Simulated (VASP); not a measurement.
Data:

```xyz
8
Lattice="5.6032 0.0000 0.0000 0.0000 5.6032 0.0000 0.0000 0.0000 5.6032" Properties=species:S:1:pos:R:3 pbc="T T T"
Ga     5.5333     5.5333     5.5333
Ga     2.8715     2.8715     5.5333
Ga     2.8715     5.5333     2.8715
Ga     5.5333     2.8715     2.8715
Sb     1.4008     1.4008     1.4008
P      4.2024     4.2024     1.4008
P      4.2024     1.4008     4.2024
P      1.4008     4.2024     4.2024
```

Level of theory: PBEsol GGA, VASP's PBE PAW potentials (set 64) (plane waves; VASP). Run with 400 eV cut-off, 4×4×4 Γ-centred mesh, Gaussian smearing of 0.050 eV, potentials Ga_d Sb P.

Unless said otherwise, spin-orbit coupling is left out, though it shifts the bands of the heavy elements here.

Task: What does the run give for the energy per atom (σ→0), band gap (on the k-mesh) with the smallest direct gap where there is one?

Result: 
```
Quantity                                     Result
-----------------------------------  --------------
band gap (on the k-mesh)                    0.34 eV
smallest direct gap (on the k-mesh)         0.34 eV
energy per atom (σ→0)                -4.677 eV/atom
```

Total energies compare only between runs with the same potentials, cut-off and functional.

The structure was generated: Ga4P3Sb was put into an ordered model structure (P-43m), which need not be its known phase. It was relaxed first. The start is the result of an earlier pass.
